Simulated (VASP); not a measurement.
**SiC (space group P6_3mc): computed properties**

The numbers are results of LDA (Ceperley-Alder, Perdew-Zunger), VASP's LDA PAW potentials (set 64) (plane waves; VASP 6.6.1), not measurements.

- space group = P6_3mc (186)
- cell = a = 3.058 Å, b = 3.058 Å, c = 5.020 Å, α = 90.00°, β = 90.00°, γ = 120.00°
- volume per atom = 10.16 Å³/atom
- band gap (over mesh and band path) = 2.12 eV
- smallest direct gap (over mesh and band path) = 3.91 eV
- band-edge character = indirect, Γ to K
- density = 3.28 g/cm³
- mean ε∞ (DFPT) = 7.10
- mean ε∞ (independent particles) = 7.34
- mean static ε = 10.60
- optical Γ-point spectrum = 258 (×2), 597, 766 (×2), 769, 800 (×2), 839 cm⁻¹

Space group P6₃mc (No. 186); a = b = 3.0581 Å, c = 5.0199 Å, α = β = 90.00°, γ = 120.00°

```
atom  site  symmetry       x       y       z
----  ----  --------  ------  ------  ------
Si      2b       3m.  0.3333  0.6667  0.4996
C       2b       3m.  0.6667  0.3333  0.3754
```

The structure comes from a computed database's SiC entry (P6_3mc); how it stands against other phases isn't given here. It was relaxed first. Symmetry was kept, so distortions that lower it aren't found.
